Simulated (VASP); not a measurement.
A convergence study with VASP on PbSe (rock salt): a few settings are varied, all else stays as given below, so the limit is that of these other settings.

```
CELL_PARAMETERS angstrom
      0.00000     3.06000     3.06000
      3.06000     0.00000     3.06000
      3.06000     3.06000     0.00000
ATOMIC_POSITIONS crystal
  Pb 0.00000 0.00000 0.00000
  Se 0.50000 0.50000 0.50000
```

Computed with HSE06 screened hybrid, VASP's PBE PAW potentials (set 64) (plane waves; VASP). The last row used: 400 eV cut-off, 4×4×4 Γ-centred mesh, Gaussian smearing of 0.050 eV, potentials Pb_d Se.

```tsv
setting	E (eV/atom)	pressure (GPa)	electronic steps
ENCUT = 300, PRECFOCK = Fast	-4.8772	0.99	18
ENCUT = 400, PRECFOCK = Fast	-4.8762	1.30	18
ENCUT = 520, PRECFOCK = Fast	-4.8765	1.31	18
ENCUT = 300, PRECFOCK = Normal	-4.8772	0.99	18
ENCUT = 400, PRECFOCK = Normal	-4.8760	1.29	18
```

Left out are rungs that failed or repeat a setting and relaxations that didn't move; long series are thinned to 24 rows.

The compound is PbSe in the rock salt structure. The cell was not relaxed at this level.
